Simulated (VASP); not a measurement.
Data:

```
CELL_PARAMETERS angstrom
      3.89284     0.00000     0.00000
      0.00000     3.89284     0.00000
      0.00000     0.00000     3.89284
ATOMIC_POSITIONS crystal
  Tl 0.00000 0.00000 0.00000
  Cl 0.50000 0.50000 0.50000
```

All values below come from PBE GGA, VASP's PBE PAW potentials (set 64) (plane waves; VASP). Settings: 400 eV cut-off, Gaussian smearing of 0.050 eV, potentials Tl_d Cl.

Unless said otherwise, spin-orbit coupling is left out, though it shifts the bands of the heavy elements here.

Task: Give the energies of bands 7 to 13 at the high-symmetry points, in eV from the valence-band maximum.

Result: 
```json
[
 {"band": "7", "Γ": "-4.45", "X": "-5.18", "M": "-3.30", "R": "-2.21"},
 {"band": "8", "Γ": "-1.32", "X": "-0.93", "M": "-2.68", "R": "-1.79"},
 {"band": "9", "Γ": "-1.32", "X": "-0.93", "M": "-2.68", "R": "-1.79"},
 {"band": "10", "Γ": "-1.32", "X": "0.00", "M": "-0.88", "R": "-1.79"},
 {"band": "11", "Γ": "7.65", "X": "2.19", "M": "4.85", "R": "2.71"},
 {"band": "12", "Γ": "7.65", "X": "6.56", "M": "4.85", "R": "2.71"},
 {"band": "13", "Γ": "7.65", "X": "6.56", "M": "8.28", "R": "2.71"}
]
```

The gap is direct, 2.19 eV, from the valence maximum at X to the conduction minimum at X.

The structure was generated: TlCl was put into the CsCl type type (Pm-3m), which need not be its known phase. It was relaxed first, which changed the volume by +78 %.
